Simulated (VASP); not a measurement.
The system is SnGe7.

```
Ge Sn
1.0
     5.67600    0.00000    0.00000
     0.00000    5.67600    0.00000
     0.00000    0.00000   11.71704
Ge Sn
14 2
Direct
  0.00000 0.00000 0.00000
  0.00000 0.50000 0.25000
  0.50000 0.00000 0.25000
  0.50000 0.50000 0.00000
  0.25000 0.25000 0.12500
  0.75000 0.75000 0.12500
  0.00000 0.00000 0.50000
  0.00000 0.50000 0.75000
  0.50000 0.00000 0.75000
  0.50000 0.50000 0.50000
  0.25000 0.25000 0.62500
  0.25000 0.75000 0.87500
  0.75000 0.25000 0.87500
  0.75000 0.75000 0.62500
  0.25000 0.75000 0.37500
  0.75000 0.25000 0.37500
```

The cell comes from a database or a generator and needn't be the stable form of this composition.

- Program: VASP 6.6.1
- Task: relaxation of the atoms
- Functional: PBEsol
- Potentials or basis: VASP PAW PBE potentials, release 64 (Ge_d, Sn_d)
- Cutoff: 400 eV
- k mesh: 6 × 6 × 3
- Occupations: gaussian, width 0.02 eV
- Spin: no spin polarisation

At the start: pressure 2.1 GPa; volume 23.59 Å³/atom.

Where does the relaxation end?

Over 7 steps the energy falls by 33.7 meV/atom; space group P-4m2 (No. 115, to 0.05 Å).

Step by step:
```
step  energy change (eV)  largest force (eV/Å)  pressure (GPa)
   1              0.0000                1.6512            2.15
   2             -0.3518                0.5330            1.75
   3             -0.3981                0.6832            1.60
   4             -0.4773                0.3259            1.53
   5             -0.5091                0.4065            1.48
   6             -0.5372                0.0900            1.46
   7             -0.5386                0.0041            1.46
```

Final structure:
```cif
data_structure
_symmetry_space_group_name_H-M 'P 1'
_symmetry_Int_Tables_number 1
_cell_length_a 5.6760
_cell_length_b 5.6760
_cell_length_c 11.7170
_cell_angle_alpha 90.000
_cell_angle_beta 90.000
_cell_angle_gamma 90.000
_cell_volume 377.49
loop_
_atom_site_label
_atom_site_type_symbol
_atom_site_fract_x
_atom_site_fract_y
_atom_site_fract_z
_atom_site_occupancy
Ge1 Ge 0.00000 0.00000 0.99560 1
Ge2 Ge 0.00000 0.50000 0.23615 1
Ge3 Ge 0.50000 0.00000 0.23615 1
Ge4 Ge 0.50000 0.50000 0.99560 1
Ge5 Ge 0.25000 0.25000 0.11634 1
Ge6 Ge 0.75000 0.75000 0.11634 1
Ge7 Ge 0.00000 0.00000 0.51385 1
Ge8 Ge 0.00000 0.50000 0.75440 1
Ge9 Ge 0.50000 0.00000 0.75440 1
Ge10 Ge 0.50000 0.50000 0.51385 1
Ge11 Ge 0.25000 0.25000 0.63366 1
Ge12 Ge 0.25000 0.75000 0.87500 1
Ge13 Ge 0.75000 0.25000 0.87500 1
Ge14 Ge 0.75000 0.75000 0.63366 1
Sn1 Sn 0.25000 0.75000 0.37500 1
Sn2 Sn 0.75000 0.25000 0.37500 1
```

Caveat: the PAW data sets were made with another functional, which shifts forces and pressure a little.
